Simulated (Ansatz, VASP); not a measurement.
# MnCuO2 (Crednerite) in two plane-wave programs, part 2 of 2

One calculation is typed for both programs; each brings its own data sets and cutoff. How far apart do they land? The cell is taken from a series of VASP runs on this material, whose earlier steps may have relaxed, scaled or displaced it; both programs get it as it stands. Other levels of theory on this material are compared in a session of their own.

VASP 6.6.1 and Ansatz 0.2.0.

So far: The structure; Ansatz: band structure, PBEsol, DFT+U.

## (3) VASP: band structure, PBEsol, DFT+U

Level of this step: PBEsol, DFT+U (Cu d 5 eV, Mn d 4 eV), spin-polarised from a ferromagnetic start; plane waves and PAW (Mn_pv, Cu, O) (VASP).

The same cell, functional, mesh and smearing now go to VASP, with its own data sets and cutoff.

Lines of VASP's logs that name or quote its potential files are left out, and so is its time.

Contents of INCAR:

```
SYSTEM = MnCuO2
PREC = Accurate
ENCUT = 520
EDIFF = 1E-06
NELM = 100
ISMEAR = 0
SIGMA = 0.05
LREAL = .FALSE.
ALGO = Normal
GGA = PS
NBANDS = 34
ISPIN = 2
MAGMOM = 3.909 -0.005 -0.017 -0.017
LDAU = .TRUE.
LDAUTYPE = 2
LDAUL = 2 2 -1
LDAUU = 4 5 0
LDAUJ = 0 0 0
LDAUPRINT = 1
LASPH = .TRUE.
LMAXMIX = 4
LORBIT = 11
LWAVE = .FALSE.
LCHARG = .FALSE.
KPAR = 4
```

Contents of POSCAR:

```
MnCuO2
1.0
    2.7926571158     -1.4583286311      0.0299771144
    2.7926571158      1.4583286311      0.0299771144
   -1.4439861849      0.0000000000      5.6408443961
Mn Cu O
1 1 2
Direct
    0.0000000000      0.0000000000      0.0000000000
    0.5000000000      0.5000000000      0.5000000000
    0.4021530575      0.4021530575      0.1806834249
    0.5978469425      0.5978469425      0.8193165751
```

Contents of KPOINTS:

```
Automatic mesh
0
Gamma
9 9 4
0 0 0
```

Contents of KPOINTS_OPT:

```
Line mode
16
Line-mode
Reciprocal
  0.00000000   0.00000000   0.00000000 GAMMA
 -0.50000000  -0.50000000   0.00000000 Y

 -0.50000000  -0.50000000   0.00000000 Y
 -0.53047444  -0.53047444   0.26743164 F

 -0.53047444  -0.53047444   0.26743164 F
 -0.50000000  -0.50000000   0.50000000 L

 -0.50000000  -0.50000000   0.50000000 L
 -0.69422126  -0.30577874   0.50000000 I

 -0.30577874   0.30577874   0.50000000 I1
  0.00000000   0.00000000   0.50000000 Z

  0.00000000   0.00000000   0.50000000 Z
 -0.46952556  -0.46952556   0.73256836 F1

 -0.50000000  -0.50000000   0.00000000 Y
 -0.67775669  -0.32224331   0.00000000 X1

 -0.32224331   0.32224331   0.00000000 X
  0.00000000   0.00000000   0.00000000 GAMMA

  0.00000000   0.00000000   0.00000000 GAMMA
 -0.50000000   0.00000000   0.00000000 N

 -0.50000000   0.00000000   0.50000000 M
  0.00000000   0.00000000   0.00000000 GAMMA
```

PAW data sets: Mn_pv, Cu and O (PBE family, release 64).

The run is started by

```
$ mpirun -np 4 vasp_std
```

Numbers of over 12 decimals in the logs are rounded to 6 here.

The program printed:

```text
[banner, memory and clock lines left out]
running    4 mpi-ranks, on    1 nodes
 distrk:  each k-point on    1 cores,    4 groups
 distr:  one band on    1 cores,    1 groups

 POSCAR found type information on POSCAR MnCuO
 POSCAR found :  3 types and       4 ions
|                                                                             |
|               ----> ADVICE to this user running VASP <----                  |
|                                                                             |
|     You enforced a specific xc type in the INCAR file but a different       |
|     [... a line on the potential file left out ...]
|     I HOPE YOU KNOW WHAT YOU ARE DOING!                                     |
|                                                                             |

 LDA part: xc-table for (Slater+PW92), standard interpolation
 POSCAR, INCAR and KPOINTS ok, starting setup
 FFT: planning ... GRIDC
 FFT: planning ... GRID_SOFT
 FFT: planning ... GRID
 WAVECAR not read
 entering main loop
       N       E                     dE             d eps       ncg     rms          rms(c)
DAV:   1     0.363355710950E+03    0.36336E+03   -0.17627E+04 14084   0.144E+03
DAV:   2     0.666918283132E+01   -0.35669E+03   -0.32440E+03 13246   0.373E+02
DAV:   3    -0.289213308815E+02   -0.35591E+02   -0.34341E+02 14666   0.123E+02
DAV:   4    -0.297332333609E+02   -0.81190E+00   -0.80960E+00 14910   0.193E+01
DAV:   5    -0.297502843582E+02   -0.17051E-01   -0.17049E-01 15090   0.294E+00    0.229E+01
DAV:   6    -0.258754679886E+02    0.38748E+01   -0.16783E+01 18632   0.621E+01    0.207E+01
DAV:   7    -0.257648305164E+02    0.11064E+00   -0.28437E+00 15180   0.292E+01    0.116E+01
DAV:   8    -0.257857010528E+02   -0.20871E-01   -0.45479E-01 15544   0.469E+00    0.686E+00
DAV:   9    -0.257599046756E+02    0.25796E-01   -0.56970E-02 19462   0.610E+00    0.117E+00
DAV:  10    -0.257625617975E+02   -0.26571E-02   -0.21292E-02 16398   0.304E+00    0.249E-01
DAV:  11    -0.257629385646E+02   -0.37677E-03   -0.25275E-03 18266   0.592E-01    0.124E-01
DAV:  12    -0.257629885811E+02   -0.50016E-04   -0.35067E-04 18388   0.361E-01    0.768E-02
DAV:  13    -0.257630014946E+02   -0.12914E-04   -0.94817E-05 18226   0.174E-01    0.281E-02
DAV:  14    -0.257630067254E+02   -0.52308E-05   -0.12577E-05 19042   0.645E-02    0.771E-03
DAV:  15    -0.257630069473E+02   -0.22191E-06   -0.10670E-06  9614   0.952E-03
   1 F= -.25763007E+02 E0= -.25763007E+02  d E =-.168462E-10  mag=     4.0000
 Start KPOINTS_OPT (optional k-point list driver)
k-point batch [1-95\160]
       N       E                     dE             ncg
DAV:   1     0.819802063363E+04   -0.94884E+05    14010
DAV:   2    -0.238088661230E+05   -0.32007E+05    13274
DAV:   3    -0.269089725163E+05   -0.31001E+04    14652
DAV:   4    -0.269851124484E+05   -0.76140E+02    14640
DAV:   5    -0.269866567284E+05   -0.15443E+01    15500
DAV:   6    -0.269867189838E+05   -0.62255E-01    16000
DAV:   7    -0.269867215349E+05   -0.25511E-02    17422
DAV:   8    -0.269867215699E+05   -0.35051E-04    12924
DAV:   9    -0.269867215711E+05   -0.11397E-05     9078
DAV:  10    -0.269867215713E+05   -0.27138E-06     7644
k-point batch [96-160\160]
       N       E                     dE             ncg
DAV:   1     0.298890395655E+05   -0.57216E+05     9708
DAV:   2     0.798851171041E+04   -0.21901E+05     9058
DAV:   3     0.589232940925E+04   -0.20962E+04    10012
DAV:   4     0.584106308681E+04   -0.51266E+02    10006
DAV:   5     0.584000974107E+04   -0.10533E+01    10668
DAV:   6     0.583996576140E+04   -0.43980E-01    10890
DAV:   7     0.583996392561E+04   -0.18358E-02    12016
DAV:   8     0.583996390124E+04   -0.24373E-04     8744
DAV:   9     0.583996390020E+04   -0.10352E-05     6150
DAV:  10     0.583996390000E+04   -0.20378E-06     5156
```

Parts of OUTCAR (step 3):

```text
ion  position               nearest neighbor table
   1  0.000  0.000  0.000-   4 1.95   4 1.95   3 1.95   3 1.95   3 2.24   4 2.24
   2  0.500  0.500  0.500-   3 1.81   4 1.81
   3  0.402  0.402  0.181-   2 1.81   1 1.95   1 1.95   1 2.24
   4  0.598  0.598  0.819-   2 1.81   1 1.95   1 1.95   1 2.24

  LATTYP: Found a base centered monoclinic cell.
 ALAT       =     5.5856360045
 B/A-ratio  =     0.5221710222
 C/A-ratio  =     1.0424476583
 COS(beta)  =    -0.2375784951

 Subroutine GETGRP returns: Found  4 space group operations
 (whereof  4 operations were pure point group operations)

The static configuration has the point symmetry C_2h.

 Found     95 irreducible k-points:

   k-points           NKPTS =     95   k-points in BZ     NKDIM =     95   number of bands    NBANDS=     34

   dimension x,y,z NGX =    24 NGY =   24 NGZ =   48
   dimension x,y,z NGXF=    48 NGYF=   48 NGZF=   96

   ENCUT  =  520.0 eV  38.22 Ry    6.18 a.u.   5.86  5.86 10.83*2*pi/ulx,y,z

   NELECT =      36.0000    total number of electrons

 k-points in reciprocal lattice and weights: Automatic mesh
   0.00000000  0.00000000  0.00000000       0.003
   0.11111111 -0.00000000  0.00000000       0.012
   0.22222222 -0.00000000  0.00000000       0.012
   0.33333333 -0.00000000  0.00000000       0.012
   0.44444444 -0.00000000  0.00000000       0.012
   0.11111111  0.11111111  0.00000000       0.006
   0.22222222  0.11111111  0.00000000       0.012
   0.33333333  0.11111111  0.00000000       0.012
   0.44444444  0.11111111  0.00000000       0.012
[...]
0.0000  0.0000 -0.0022  0.0005  0.9515

spin component  2

  0.9528  0.0007  0.0000  0.0000  0.0000
  0.0007  0.9688  0.0000  0.0000  0.0000
  0.0000  0.0000  0.8709 -0.0075 -0.0012
  0.0000  0.0000 -0.0075  0.9691  0.0007
  0.0000  0.0000 -0.0012  0.0007  0.9524

 occupancies and eigenvectors

  o =  0.8699  v =  0.0000  0.0000  0.9978  0.0614  0.0266  0.0000  0.0000  0.0000  0.0000  0.0000      0.0000  0.0000  0.0000  0.0000  0.0000  0.0000  0.0000  0.0000  0.0000  0.0000
  o =  0.8703  v =  0.0000  0.0000  0.0000  0.0000  0.0000  0.0000  0.0000  0.9970  0.0757  0.0135      0.0000  0.0000  0.0000  0.0000  0.0000  0.0000  0.0000  0.0000  0.0000  0.0000
  o =  0.9505  v = -0.8077 -0.5896  0.0000  0.0000  0.0000  0.0000  0.0000  0.0000  0.0000  0.0000      0.0000  0.0000  0.0000  0.0000  0.0000  0.0000  0.0000  0.0000  0.0000  0.0000
  o =  0.9515  v =  0.0000  0.0000  0.0231  0.0567 -0.9981  0.0000  0.0000  0.0000  0.0000  0.0000      0.0000  0.0000  0.0000  0.0000  0.0000  0.0000  0.0000  0.0000  0.0000  0.0000
  o =  0.9524  v =  0.0000  0.0000  0.0000  0.0000  0.0000  0.0000  0.0000  0.0100  0.0458 -0.9989      0.0000  0.0000  0.0000  0.0000  0.0000  0.0000  0.0000  0.0000  0.0000  0.0000
  o =  0.9527  v =  0.0000  0.0000  0.0000  0.0000  0.0000 -0.9989  0.0463  0.0000  0.0000  0.0000      0.0000  0.0000  0.0000  0.0000  0.0000  0.0000  0.0000  0.0000  0.0000  0.0000
  o =  0.9549  v = -0.5896  0.8077  0.0000  0.0000  0.0000  0.0000  0.0000  0.0000  0.0000  0.0000      0.0000  0.0000  0.0000  0.0000  0.0000  0.0000  0.0000  0.0000  0.0000  0.0000
  o =  0.9636  v =  0.0000  0.0000 -0.0628  0.9965  0.0552  0.0000  0.0000  0.0000  0.0000  0.0000      0.0000  0.0000  0.0000  0.0000  0.0000  0.0000  0.0000  0.0000  0.0000  0.0000
  o =  0.9689  v =  0.0000  0.0000  0.0000  0.0000  0.0000  0.0463  0.9989  0.0000  0.0000  0.0000      0.0000  0.0000  0.0000  0.0000  0.0000  0.0000  0.0000  0.0000  0.0000  0.0000
  o =  0.9697  v =  0.0000  0.0000  0.0000  0.0000  0.0000  0.0000  0.0000 -0.0762  0.9961  0.0449      0.0000  0.0000  0.0000  0.0000  0.0000  0.0000  0.0000  0.0000  0.0000  0.0000

 average (electrostatic) potential at core
       1 -70.3860       2 -64.1104       3 -70.6856       4 -70.6856

 E-fermi :   5.0714

 spin component 1
 k-point     1 :       0.0000    0.0000    0.0000
  band No.  band energies     occupation
    ...
     16       2.0838      1.00000
     17       2.1812      1.00000
     18       2.2831      1.00000
     19       2.3612      1.00000
     20       4.8782      1.00000
     21       6.5818      0.00000
     22       6.9991      0.00000
     23      10.9866      0.00000
     24      12.7770      0.00000
     25      17.7052      0.00000
    ...

 k-point     2 :       0.1111   -0.0000    0.0000
  band No.  band energies     occupation
    ...
     16       2.0450      1.00000
     17       2.1091      1.00000
     18       2.2631      1.00000
     19       2.6266      1.00000
     20       4.7026      1.00000
     21       6.2758      0.00000
     22       7.2833      0.00000
     23      11.4906      0.00000
     24      12.9708      0.00000
     25      17.9366      0.00000
    ...

 k-point     3 :       0.2222   -0.0000    0.0000
  band No.  band energies     occupation
    ...
     16       2.1227      1.00000
     17       2.3804      1.00000
     18       2.6387      1.00000
     19       2.9627      1.00000
     20       4.2925      1.00000
     21       5.8082      0.00000
     22       7.7820      0.00000
     23      12.5498      0.00000
     24      13.3799      0.00000
     25      16.4540      0.00000
    ...

 k-point     4 :       0.3333   -0.0000    0.0000
  band No.  band energies     occupation
    ...
     16       2.3127      1.00000
     17       2.7068      1.00000
     18       3.0490      1.00000
     19       3.3770      1.00000
     20       3.9982      1.00000
     21       5.6616      0.00000
     22       8.1265      0.00000
     23      12.5912      0.00000
     24      13.6300      0.00000
     25      15.4400      0.00000
    ...

 k-point     5 :       0.4444   -0.0000    0.0000
  band No.  band energies     occupation
    ...
     16       2.4470      1.00000
     17       2.7615      1.00000
     18       2.9508      1.00000
     19       3.9848      1.00000
     20       4.0757      1.00000
     21       5.7281      0.00000
     22       8.3490      0.00000
     23      11.0642      0.00000
     24      14.3335      0.00000
     25      15.6887      0.00000
    ...

 k-point     6 :       0.1111    0.1111    0.0000
  band No.  band energies     occupation
    ...
     16       2.1173      1.00000
     17       2.1779      1.00000
     18       2.2718      1.00000
     19       2.5308      1.00000
     20       4.5274      1.00000
     21       6.5638      0.00000
     22       7.2567      0.00000
     23      11.4271      0.00000
     24      12.9399      0.00000
     25      17.4823      0.00000
    ...

  Total       -0.0141391     -0.0041487      0.0063180      0.0000000      0.0000000     -0.0008033
  in kB       -0.4916908     -0.1442718      0.2197110      0.0000000      0.0000000     -0.0279335
  external PRESSURE =      -0.1387506 kB  Pullay stress =       0.0000000 kB

  energy-cutoff  :      520.00
  volume of cell :       46.07
      direct lattice vectors                 reciprocal lattice vectors
     2.792657116 -1.458328631  0.029977114     0.178550329 -0.342858248  0.045706669
     2.792657116  1.458328631  0.029977114     0.178550329  0.342858248  0.045706669
    -1.443986185  0.000000000  5.640844396    -0.001897738  0.000000000  0.176792626

 POSITION                                       TOTAL-FORCE (eV/Angst)
 -----------------------------------------------------------------------------------
      0.00000      0.00000      0.00000        -0.000000     -0.000000      0.000000
      2.07066      0.00000      2.85040        -0.000000      0.000000      0.000000
      1.98525      0.00000      1.04332        -0.000409     -0.000000     -0.002683
      2.15608      0.00000      4.65748         0.000409     -0.000000      0.002683
 -----------------------------------------------------------------------------------
    total drift:                                0.000000     -0.000000      0.000000

  FREE ENERGIE OF THE ION-ELECTRON SYSTEM (eV)
  ---------------------------------------------------
  free  energy   TOTEN  =       -25.7630069473 eV

  energy  without entropy=      -25.7630069473  energy(sigma->0) =      -25.76300695

 total charge
# of ion       s       p       d       tot
------------------------------------------
    1        0.295   6.331   4.847  11.473
    2        0.428   0.331   9.381  10.139
    3        1.552   3.468   0.000   5.021
    4        1.552   3.468   0.000   5.021
--------------------------------------------------
tot          3.827  13.598  14.228  31.654

 magnetization (x)
# of ion       s       p       d       tot
------------------------------------------
    1        0.035   0.033   3.841   3.909
    2        0.011   0.007  -0.024  -0.005
    3        0.006  -0.023   0.000  -0.017
    4        0.006  -0.023   0.000  -0.017
--------------------------------------------------
tot          0.058  -0.006   3.817   3.870

[... 6 further parts left out ...]
```

The run ends at a pressure of -0.01 GPa, with forces up to 0.0027 eV/Å.

## (4) Differences

Known differences besides the potentials themselves: U acts on the PAW sphere in VASP and on atomic orbitals in Ansatz, so only states and trends compare; the data sets hold 46 valence electrons in Ansatz (default PAW (the set named soft_2) files) and 36 in VASP; the cutoff is 420 eV in Ansatz and 520 eV in VASP; Ansatz makes its cores anew for this functional, VASP keeps those of its PBE data sets; site moments are counted in spheres of each program's own size. Total energies have different zeros and are not compared.

The two programs side by side:

```tsv
quantity	Ansatz	VASP	difference
pressure (GPa)	2.01	-0.01	+2.02
pressure without Ansatz's Pulay correction (GPa)	1.42	-0.01	+1.43
total moment (μB)	4.00	4.00	0.00
moment on Mn1 (μB)	3.43	3.91	-0.48
```

At this near-relaxed geometry the largest component of a force difference is 597 meV/Å. Ansatz's pressure holds a Pulay correction of 0.59 GPa; VASP's holds none.

## (5) Results

```json
{"difference in total moment (band structure, PBEsol, DFT+U)": "0 μB", "r.m.s. force difference (band structure, PBEsol, DFT+U)": "244 meV/Å", "difference in pressure (band structure, PBEsol, DFT+U)": "2.0 GPa"}
```

**Reading.** The r.m.s. force difference is 244 meV/Å (band structure, PBEsol, DFT+U). 3 further runs of this series are not shown here. How closely two codes agree says nothing of how well the functional describes the real material.

[Lines on the potential files, build, host, timing and source positions are cut from VASP's logs without a mark.]

[Logs are printed without paths, hosts, clocks, repeated set-up lines and the standing remarks that a program may print on its own settings, such as how far it seeks lower states.]

[Hosts, paths, dates, database ids (printed as entryN), source tags and the programs' standing remarks are cut or masked in the printed files.]
